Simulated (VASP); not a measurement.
Data:

```
PtGe
1.0
    3.15181     0.00000     0.00000
    0.00000     3.15181     0.00000
    0.00000     0.00000     3.15181
Pt Ge
1 1
Cartesian
  0.00000   0.00000   0.00000
  1.57590   1.57590   1.57590
```

Calculation: r2SCAN meta-GGA, VASP's PBE PAW potentials (set 64) (plane waves; VASP). Settings: 400 eV cut-off, 13×13×13 Γ-centred mesh, tetrahedra with Blöchl corrections, potentials Pt Ge_d.

Task: Give the energies of bands 6 to 15 at the high-symmetry points, in eV from the Fermi level.

Result: 
```csv
band,Γ,X,M,R
6,-13.75,-10.36,-9.85,-6.92
7,-5.25,-8.72,-5.17,-6.92
8,-5.25,-4.83,-4.39,-6.92
9,-2.52,-4.26,-4.39,-5.57
10,-2.52,-4.26,-3.46,-1.39
11,-2.52,-2.41,-3.46,-1.39
12,1.82,-1.15,-1.46,2.57
13,1.82,7.13,0.11,2.57
14,1.82,7.13,1.11,2.57
15,5.21,7.89,5.26,4.37
```

It has no gap at this level: it comes out as a metal or semimetal.

The structure was generated: GePt was put into the CsCl type (Pm-3m), which need not be its known phase. It was relaxed first.
